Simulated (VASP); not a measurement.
# RhCl2 (P4_2/mnm) in VASP: equation of state

Aim: energy against volume of RhCl2 in PBE, for its equilibrium volume and stiffness.

Program: VASP 6.6.1. These are calculated values, not measurements. Logs are shortened: lines on timing, memory, paths and dates and some standing lists are left out, and cuts for length are marked.

## Step 1: The structure

The structure is tetragonal, space group P4_2/mnm (No. 136). Conventional cell: a = 5.690 Å, b = 5.690 Å, c = 3.728 Å, α = 90.00°, β = 90.00°, γ = 90.00°. Around Rh (site symmetry mmm) lie 6 Cl at 2.44 to 2.45 Å. Around Cl (site symmetry m2m) lie 3 Rh at 2.44 to 2.45 Å.

The cell comes from a database or a generator and needn't be the stable form of this composition.

## Step 2: Equation of state, PBE, 18.91 Å³/atom (volume scaled by 0.94)

INCAR

```
SYSTEM = RhCl2
ALGO = Normal
EDIFF = 1E-7
ENCUT = 520
GGA = PE
ISIF = 2
ISMEAR = -1
LASPH = .TRUE.
LCHARG = .FALSE.
LREAL = .FALSE.
LWAVE = .FALSE.
NBANDS = 38
NELM = 60
PREC = Accurate
SIGMA = 0.05
```

KPOINTS

```
k-points
0
G
  5 5 7
  0 0 0
```

POSCAR

```
RhCl2
1.0
    5.5738185098      0.0000000000      0.0000000000
    0.0000000000      5.5738185098      0.0000000000
    0.0000000000      0.0000000000      3.6522565214
Rh Cl
2 4
Direct
    0.5000000000      0.5000000000      0.5000000000
    0.0000000000      0.0000000000      0.0000000000
    0.8026200000      0.1973800000      0.5000000000
    0.1973800000      0.8026200000      0.5000000000
    0.6973800000      0.6973800000      0.0000000000
    0.3026200000      0.3026200000      0.0000000000
```

Potentials or basis: VASP PAW PBE potentials, release 64 (Rh_pv, Cl).

Run with:

```sh
cat potpaw_PBE.64/Rh_pv/POTCAR potpaw_PBE.64/Cl/POTCAR > POTCAR
mpirun -np 1 vasp_std > vasp.out
```

OUTCAR:

```text
SYSTEM = RhCl2
   EDIFF = 1E-7
   ENCUT = 520
   GGA = PE
   ISIF = 2
   ISMEAR = -1
   LASPH = .TRUE.
   LREAL = .FALSE.
   NELM = 60
   PREC = Accurate

 Found     24 irreducible k-points:

 Following reciprocal coordinates:
            Coordinates               Weight
  0.000000  0.000000  0.000000      1.000000
  0.200000  0.000000  0.000000      4.000000
  0.400000  0.000000  0.000000      4.000000
  0.200000  0.200000  0.000000      4.000000
  0.400000  0.200000  0.000000      8.000000
  0.400000  0.400000  0.000000      4.000000
   k-points           NKPTS =     24   k-points in BZ     NKDIM =     24   number of bands    NBANDS=     38
   number of dos      NEDOS =    301   number of ions     NIONS =      6
   total plane-waves  NPLWV =  49392
   dimension x,y,z NGX =    42 NGY =   42 NGZ =   28
   dimension x,y,z NGXF=    84 NGYF=   84 NGZF=   56
   ions per type =               2   4
   NGX,Y,Z   is equivalent  to a cutoff of  12.53, 12.53, 12.75 a.u.
   NGXF,Y,Z  is equivalent  to a cutoff of  25.05, 25.05, 25.49 a.u.
 SYSTEM =  RhCl2
   PREC   = accura    normal or accurate (medium, high low for compatibility)
   ISTART =      0    job   : 0-new  1-cont  2-samecut
   ICHARG =      2    charge: 1-file 2-atom 10-const
   ISPIN  =      1    spin polarized calculation?
   LNONCOLLINEAR =      F non collinear calculations
   LSORBIT =      F    spin-orbit coupling
   LASPH  =      T    aspherical Exc in radial PAW
   ENCUT  =  520.0 eV  38.22 Ry    6.18 a.u.  10.36 10.36  6.79*2*pi/ulx,y,z
   NELM   =     60;   NELMIN=  2; NELMDL= -5     # of ELM steps
   EDIFF  = 0.1E-06   stopping-criterion for ELM
   LREAL  =      F    real-space projection
   EDIFFG = 0.1E-05   stopping-criterion for IOM
   NSW    =      0    number of steps for IOM
   IBRION =     -1    ionic relax: 0-MD 1-quasi-New 2-CG
   NFREE  =      0    steps in history (QN), initial steepest desc. (CG)
   ISIF   =      2    stress and relaxation
   ISYM   =      2    0-nonsym 1-usesym 2-fastsym
   POTIM  = 0.5000    time-step for ionic-motion
   TEBEG  =    0.0;   TEEND  =   0.0 temperature during run
   PSTRESS=    0.0 pullay stress
   NELECT =      58.0000    total number of electrons
   NUPDOWN=      -1.0000    fix difference up-down
   EMIN   =  10.00;   EMAX   =-10.00  energy-range for DOS
   EFERMI =   0.00;   METHOD = LEGACY
   ISMEAR =    -1;   SIGMA  =   0.05  broadening in eV -4-tet -1-fermi 0-gaus
   EFERMI_NEDOS =   21; number of points for ismear=-14 and -15
   IALGO  =     38    algorithm
   IMIX   =      4    mixing-type and parameters
     AMIX     =   0.40;   BMIX     =  1.00
     AMIX_MAG =   1.60;   BMIX_MAG =  1.00
  volume/ion in A,a.u.               =      18.91       127.62
  Fermi-wavevector in a.u.,A,eV,Ry     =   1.308966  2.473588 23.312130  1.713393
  Thomas-Fermi vector in A             =   2.439597
   LORBIT       =      0    0 simple, 1 ext, 2 COOP (PROOUT), +10 PAW based schemes
   GGA     = PE    functional components
   LHFCALC =     F    Hartree Fock is set to
   AEXX    =    0.0000 exact exchange contribution
   IVDW    =     0    specifies the selected vdW correction
   LEPSILON=     F    determine dielectric tensor
   LRPA    =     F    only Hartree local field effects (RPA)
 non-spin polarized calculation
  energy-cutoff  :      520.00
  volume of cell :      113.47
 maximum number of plane-waves:      3074
 NGX is ok and might be reduce to    42
   NGX = 21   NGY = 21   NGZ = 13

 number of electron      57.9999986 magnetization

 Free energy of the ion-electron system (eV)
  ---------------------------------------------------
  ext. energy  EPLUGINS =         0.00000000
  ---------------------------------------------------
  free energy    TOTEN  =       -23.98480780 eV

  energy without entropy =      -23.96696042  energy(sigma->0) =      -23.97588411

 E-fermi :   5.8764     XC(G=0): -10.3227

 val. band max:        5.8091735011   @ k =   0.0000   0.0000   0.4286
 cond. band min:       5.9017972283   @ k =   0.4000   0.2000   0.2857
 fundamental gap:      0.0926237271
 Fermi energy:         5.8763815908

 k-point     1 :       0.0000    0.0000    0.0000
  band No.  band energies     occupation
      1     -40.7316      2.00000
      2     -40.7308      2.00000
      3     -40.5393      2.00000
      4     -40.5393      2.00000
      5     -40.5050      2.00000
      6     -40.5050      2.00000
[... 30 lines left out ...]
     37      12.5031      0.00000
     38      13.3375      0.00000

 k-point     2 :       0.2000    0.0000    0.0000
  band No.  band energies     occupation
      1     -40.7316      2.00000
      2     -40.7309      2.00000
      3     -40.5393      2.00000
      4     -40.5393      2.00000
      5     -40.5051      2.00000
      6     -40.5051      2.00000
[... 30 lines left out ...]
     37      13.1847      0.00000
     38      13.7964      0.00000

 k-point     3 :       0.4000    0.0000    0.0000
  band No.  band energies     occupation
      1     -40.7314      2.00000
      2     -40.7311      2.00000
      3     -40.5392      2.00000
      4     -40.5392      2.00000
      5     -40.5051      2.00000
      6     -40.5051      2.00000
[... 30 lines left out ...]
     37      14.0599      0.00000
     38      14.4121      0.00000

 k-point     4 :       0.2000    0.2000    0.0000
  band No.  band energies     occupation
      1     -40.7315      2.00000
      2     -40.7310      2.00000
      3     -40.5393      2.00000
      4     -40.5392      2.00000
      5     -40.5051      2.00000
      6     -40.5050      2.00000
[... 30 lines left out ...]
     37      13.7323      0.00000
     38      14.1407      0.00000

 k-point     5 :       0.4000    0.2000    0.0000
  band No.  band energies     occupation
      1     -40.7313      2.00000
      2     -40.7311      2.00000
      3     -40.5393      2.00000
      4     -40.5393      2.00000
      5     -40.5051      2.00000
      6     -40.5051      2.00000
[... 30 lines left out ...]
     37      13.8986      0.00000
     38      14.0854      0.00000

 k-point     6 :       0.4000    0.4000    0.0000
  band No.  band energies     occupation
      1     -40.7313      2.00000
      2     -40.7312      2.00000
      3     -40.5394      2.00000
      4     -40.5393      2.00000
      5     -40.5051      2.00000
      6     -40.5050      2.00000
[... 30 lines left out ...]
     37      13.2021      0.00000
     38      13.5141      0.00000

 [... further k-points ...]

------------------------ aborting loop because EDIFF is reached ----------------------------------------

  FORCE on cell =-STRESS in cart. coord.  units (eV):
  Direction    XX          YY          ZZ          XY          YZ          ZX
  --------------------------------------------------------------------------------------
  -------------------------------------------------------------------------------------
  Total        3.1162726      3.1162726      4.0388605      0.0000000      0.0000000      0.0000000
  in kB       44.0026782     44.0026782     57.0298881      0.0000000      0.0000000      0.0000000
  external PRESSURE =      48.3450815 kB  Pullay stress =       0.0000000 kB

 VOLUME and BASIS-vectors are now :
 -----------------------------------------------------------------------------
  energy-cutoff  :      520.00
  volume of cell :      113.47
      direct lattice vectors                 reciprocal lattice vectors
     5.573818510  0.000000000  0.000000000     0.179410219  0.000000000  0.000000000
     0.000000000  5.573818510  0.000000000     0.000000000  0.179410219  0.000000000
     0.000000000  0.000000000  3.652256521     0.000000000  0.000000000  0.273803331

 POSITION                                       TOTAL-FORCE (eV/Angst)
 -----------------------------------------------------------------------------------
      2.78691      2.78691      1.82613         0.000000      0.000000     -0.000000
      0.00000      0.00000      0.00000         0.000000      0.000000     -0.000000
      4.47366      1.10016      1.82613        -0.041543      0.041543     -0.000000
      1.10016      4.47366      1.82613         0.041543     -0.041543      0.000000
      3.88707      3.88707      0.00000         0.041543      0.041543     -0.000000
      1.68675      1.68675      0.00000        -0.041543     -0.041543      0.000000
 -----------------------------------------------------------------------------------
    total drift:                                0.000000     -0.000000     -0.000000

  FREE ENERGIE OF THE ION-ELECTRON SYSTEM (eV)
  ---------------------------------------------------
  free  energy   TOTEN  =       -23.9848078036 eV

  energy  without entropy=      -23.9669604165  energy(sigma->0) =      -23.97588411
```

Wall time 1.7 min (1 thread of Intel Xeon Platinum 8259CL at 2.50GHz (Skylake/Cascade Lake), shared host); peak memory 0.25 GiB.

What came out:

* Free energy: -23.9848 eV
* Pressure: 4.8 GPa
* Largest force: 0.059 eV/Å
* Band gap on the k mesh: none (metal or under the smearing width)

## Step 3: Equation of state, PBE, 19.31 Å³/atom (volume scaled by 0.96)

INCAR

```
SYSTEM = RhCl2
PREC = Accurate ; ENCUT = 520
EDIFF = 1E-7 ; ISMEAR = -1
SIGMA = 0.05 ; LREAL = .False.
LASPH = .True. ; NELM = 60
ALGO = Normal ; ISIF = 2
LWAVE = .False. ; LCHARG = .False.
GGA = PE ; NBANDS = 38
```

KPOINTS

```
Automatic mesh
0
Gamma
  5 5 7
  0 0 0
```

POSCAR, as its differences from that of step 2:

```diff
@@ -2,5 +2,5 @@
 1.0
-    5.5738185098      0.0000000000      0.0000000000
-    0.0000000000      5.5738185098      0.0000000000
-    0.0000000000      0.0000000000      3.6522565214
+    5.6130720461      0.0000000000      0.0000000000
+    0.0000000000      5.6130720461      0.0000000000
+    0.0000000000      0.0000000000      3.6779774852
 Rh Cl
```

Potentials or basis: VASP PAW PBE potentials, release 64 (Rh_pv, Cl).

Run with:

```sh
cat potpaw_PBE.64/Rh_pv/POTCAR potpaw_PBE.64/Cl/POTCAR > POTCAR
mpirun -np 1 vasp_std > vasp.out
```

Run time: 1.8 min. Hardware: 1 thread of Intel Xeon Platinum 8259CL at 2.50GHz (Skylake/Cascade Lake), shared host; peak memory 0.25 GiB.

The run converged. Its results:

| Quantity | Value |
| --- | --- |
| Free energy | -24.0428 eV |
| Pressure | 2.7 GPa |
| Largest force | 0.016 eV/Å |
| Band gap on the k mesh | none (metal or under the smearing width) |

## Step 4: Equation of state, PBE, 19.72 Å³/atom (volume scaled by 0.98)

INCAR

```
PREC = Accurate ; ENCUT = 520
EDIFF = 1E-7 ; ISMEAR = -1
SIGMA = 0.05 ; LREAL = F
LASPH = T ; NELM = 80
ALGO = Normal ; ISIF = 2
LWAVE = F ; LCHARG = F
GGA = PE ; NBANDS = 38
```

KPOINTS

```
Automatic mesh
0
Gamma
  5 5 7
```

POSCAR, as its differences from that of step 3:

```diff
@@ -2,5 +2,5 @@
 1.0
-    5.6130720461      0.0000000000      0.0000000000
-    0.0000000000      5.6130720461      0.0000000000
-    0.0000000000      0.0000000000      3.6779774852
+    5.6517841111      0.0000000000      0.0000000000
+    0.0000000000      5.6517841111      0.0000000000
+    0.0000000000      0.0000000000      3.7033436487
 Rh Cl
```

Run with:

```sh
cat potpaw_PBE.64/Rh_pv/POTCAR potpaw_PBE.64/Cl/POTCAR > POTCAR
mpirun -np 1 vasp_std > vasp.out
```

Wall time 1.9 min (1 thread of Intel Xeon Platinum 8259CL at 2.50GHz (Skylake/Cascade Lake), shared host); peak memory 0.25 GiB.

It converged, with:

| Quantity | Value |
| --- | --- |
| Free energy | -24.0710 eV |
| Pressure | 0.9 GPa |
| Largest force | 0.023 eV/Å |
| Band gap on the k mesh | none (metal or under the smearing width) |

## Step 5: Equation of state, PBE, 20.52 Å³/atom (volume scaled by 1.02)

INCAR

```
SYSTEM = RhCl2
  PREC = Accurate
  ENCUT = 520
  EDIFF = 1E-7
  ISMEAR = -1
  SIGMA = 0.05
  LREAL = .False.
  LASPH = .True.
  NELM = 60
  ALGO = Normal
  ISIF = 2
  LWAVE = .False.
  LCHARG = .False.
  GGA = PE
  NBANDS = 38
```

KPOINTS

```
regular mesh
0
Gamma
  5 5 7
  0 0 0
```

POSCAR, as its differences from that of step 4:

```diff
@@ -2,5 +2,5 @@
 1.0
-    5.6517841111      0.0000000000      0.0000000000
-    0.0000000000      5.6517841111      0.0000000000
-    0.0000000000      0.0000000000      3.7033436487
+    5.7276560386      0.0000000000      0.0000000000
+    0.0000000000      5.7276560386      0.0000000000
+    0.0000000000      0.0000000000      3.7530588918
 Rh Cl
```

Run with:

```sh
cat potpaw_PBE.64/Rh_pv/POTCAR potpaw_PBE.64/Cl/POTCAR > POTCAR
mpirun -np 1 vasp_std > vasp.out
```

It took 2.4 min on 1 thread of Intel Xeon Platinum 8259CL at 2.50GHz (Skylake/Cascade Lake), shared host; peak memory 0.28 GiB.

It converged, with:

```
Free energy            : -24.0510 eV
Pressure               : -2.2 GPa
Largest force          : 0.092 eV/Å
Band gap on the k mesh : none (metal or under the smearing width)
```

## Step 6: Equation of state, PBE, 20.92 Å³/atom (volume scaled by 1.04)

INCAR

```
SYSTEM = RhCl2
ALGO = Normal
EDIFF = 1E-7
ENCUT = 520
GGA = PE
ISIF = 2
ISMEAR = -1
LASPH = .TRUE.
LCHARG = .FALSE.
LREAL = .FALSE.
LWAVE = .FALSE.
NBANDS = 38
NELM = 100
PREC = Accurate
SIGMA = 0.05
```

KPOINTS

```
k-points
0
G
  5 5 7
  0 0 0
```

POSCAR, as its differences from that of step 5:

```diff
@@ -2,5 +2,5 @@
 1.0
-    5.7276560386      0.0000000000      0.0000000000
-    0.0000000000      5.7276560386      0.0000000000
-    0.0000000000      0.0000000000      3.7530588918
+    5.7648496524      0.0000000000      0.0000000000
+    0.0000000000      5.7648496524      0.0000000000
+    0.0000000000      0.0000000000      3.7774300869
 Rh Cl
```

Potentials or basis: VASP PAW PBE potentials, release 64 (Rh_pv, Cl).

Run with:

```sh
cat potpaw_PBE.64/Rh_pv/POTCAR potpaw_PBE.64/Cl/POTCAR > POTCAR
mpirun -np 1 vasp_std > vasp.out
```

It took 1.9 min on 1 thread of Intel Xeon Platinum 8259CL at 2.50GHz (Skylake/Cascade Lake), shared host; peak memory 0.28 GiB.

It converged, with:

```yaml
Free_energy: -24.0087 eV
Pressure: -3.5 GPa
Largest_force: 0.121 eV/Å
Band_gap_on_the_k_mesh: none (metal or under the smearing width)
```

(Part 1 of 2 ends here.)
